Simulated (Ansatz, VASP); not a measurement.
GaGe3: VASP beside Ansatz

INCAR

```
PREC     = Accurate       # precision mode
ENCUT    = 520            # plane-wave cutoff, eV
EDIFF    = 1E-6           # SCF threshold, eV
ISMEAR   = 1              # smearing method
SIGMA    = 0.1            # smearing width, eV
LREAL    = False          # projectors in reciprocal space
LASPH    = True           # aspherical terms in the spheres
NELM     = 100            # most SCF steps
ALGO     = Normal         # electronic algorithm
ISIF     = 2              # what is computed and relaxed
LWAVE    = False          # write WAVECAR
LCHARG   = False          # write CHGCAR
GGA      = PS             # functional
NBANDS   = 36             # bands
```

The input KPOINTS:

```
Automatic mesh
0
Gamma
  5 5 5
```

The input POSCAR:

```
GaGe3
1.0
    4.2784700000      0.0000000000      0.0000000000
    0.0000000000      4.2784700000      0.0000000000
    0.0000000000      0.0000000000      4.2784700000
Ga Ge
1 3
Direct
    0.0000000000      0.0000000000      0.0000000000
    0.0000000000      0.5000000000      0.5500000000
    0.5000000000      0.0000000000      0.5000000000
    0.5000000000      0.5000000000      0.0000000000
```

Input for Ansatz:

```yaml
crystal:
  lattice:
    - [4.27847, 0.0, 0.0]
    - [0.0, 4.27847, 0.0]
    - [0.0, 0.0, 4.27847]
  atoms:
    - { symbol: Ga, position: [0.0, 0.0, 0.0] }
    - { symbol: Ge, position: [0.0, 0.5, 0.55] }
    - { symbol: Ge, position: [0.5, 0.0, 0.5] }
    - { symbol: Ge, position: [0.5, 0.5, 0.0] }
kpoints:
  mp_grid:
    grid: [5, 5, 5]
    shift: [0.0, 0.0, 0.0]
hamiltonian:
  xc: pbesol
  pseudopotentials:
    kind: paw
scf:
  convergence:
    dr2_threshold: 1.0e-07
  occupations:
    method: cold
output:
  forces: true
```

The cell comes from a database or a generator and needn't be the stable form of this composition.

Alike in both runs: task single point; functional PBEsol; k mesh 5 × 5 × 5; no spin polarisation.

|  | VASP | Ansatz |
| --- | --- | --- |
| version | VASP 6.6.1 | Ansatz 0.2.0 |
| potentials or method | VASP PAW PBE potentials, release 64 (Ga_d, Ge_d) | plane waves, PAW |
| plane-wave cutoff (eV) | 520 | 420 |
| occupations | methfessel-paxton of order 1, width 0.1 eV | cold |
| valence electrons in the cell | 55 | 55 |

Ansatz gave:

* rms of the force components (eV/Å): 0.136

Question: Which values does VASP return?

Answer: rms of the force components (eV/Å): 0.147.

Atom by atom the forces differ by 0.012 eV/Å (rms over components).

Caveats: the PAW data sets were made with another functional, which shifts forces and pressure a little (VASP).
